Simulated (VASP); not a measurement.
An input for Quantum ESPRESSO's pw.x (written as the equivalent of a VASP run, and not itself run):

```
&CONTROL
  calculation = 'vc-relax'
  pseudo_dir = './pseudo'
  outdir = './out'
  tprnfor = .true.
  tstress = .true.
  nstep = 60
  forc_conv_thr = 0.00039
/
&SYSTEM
  ibrav = 0
  nat = 2
  ntyp = 2
  ecutwfc = 102
  occupations = 'smearing'
  smearing = 'gaussian'
  degauss = 0.003675
  input_dft = 'revpbe'
/
&ELECTRONS
  conv_thr = 7.3e-08
  electron_maxstep = 100
/
&IONS
/
&CELL
/
ATOMIC_SPECIES
  Cd 112.414 Cd.upf
  S 32.060 S.upf
CELL_PARAMETERS angstrom
    -0.0000000    2.9969636    2.9969636
     2.9969636   -0.0000000    2.9969636
     2.9969636    2.9969636   -0.0000000
ATOMIC_POSITIONS crystal
  Cd   0.0000000  0.0000000  0.0000000
  S    0.2500000  0.2500000  0.2500000
K_POINTS automatic
  7 7 7 0 0 0
```

Question: Translate this input to VASP (INCAR, KPOINTS, POSCAR, choice of POTCAR).

Answer: This is not unique; one that fits is 
### POSCAR
```
CdS
1.0
  0.0000000000   2.9969635916   2.9969635916
  2.9969635916   0.0000000000   2.9969635916
  2.9969635916   2.9969635916   0.0000000000
Cd S
1 1
Cart
  0.0000000000   0.0000000000   0.0000000000
  1.4984817958   1.4984817958   1.4984817958
```

**KPOINTS**
```
Automatic mesh
0
Gamma
7 7 7
0 0 0
```

**INCAR**
```
SYSTEM = CdS
PREC = Accurate
ENCUT = 520
EDIFF = 1E-6
NELM = 100
ALGO = Normal
LREAL = .FALSE.
LASPH = .TRUE.
ISMEAR = 0
SIGMA = 0.05
GGA = RE
LMAXMIX = 4
LWAVE = .FALSE.
LCHARG = .FALSE.
IBRION = 2
ISIF = 3
NSW = 60
EDIFFG = -0.01
```

POTCAR, in this order: Cd S (PBE.64 set). Program: vasp_std.

The two are equivalent in intent, not identical: the potentials are each code's own (VASP's PAW set, PseudoDojo norm-conserving files in pw.x), so ENCUT and ecutwfc are chosen apart and not converted; conv_thr bounds pw.x's estimated SCF error, while EDIFF bounds the energy change between steps; forc_conv_thr acts on force components and is met together with etot_conv_thr.

The compound is CdS in the zinc blende structure, a metastable form; wurtzite is the usual one. It was relaxed first, which changed the volume by +9 %. The start is the result of an earlier pass.
